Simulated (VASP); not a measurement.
A cell of ZrB2 (AlB2 type) near equilibrium:

```
ZrB2
1.0
    1.58463    -2.74466     0.00000
    1.58463     2.74466     0.00000
    0.00000     0.00000     3.54693
Zr B
1 2
Cartesian
  3.16926   0.00000   3.54693
  1.58463   0.91489   1.77346
  1.58463  -0.91489   1.77346
```

Computed with PBE GGA, VASP's PBE PAW potentials (set 64) (plane waves; VASP).

| run | ΔE (meV/atom) | σxx | σyy | σzz | largest shear component, with its sign (GPa) | largest force (eV/Å) |
|---|---|---|---|---|---|---|
| as it is | 0.0 | 0.18 | 0.18 | 0.09 | 0.00 | 0.000 |
| after one change | 7.6 | 8.05 | 8.05 | 7.30 | 0.00 | 0.000 |
Stress is in GPa, positive when the cell is compressed.

Problem. Which change was made?
A. isotropic strain of +4.0 %
B. isotropic strain of +1.5 %
C. biaxial strain of -1.0 % in the xz plane
D. isotropic strain of -1.0 %

Solution. D, isotropic strain of -1.0 %

The compound is ZrB2 in the AlB2 type structure.
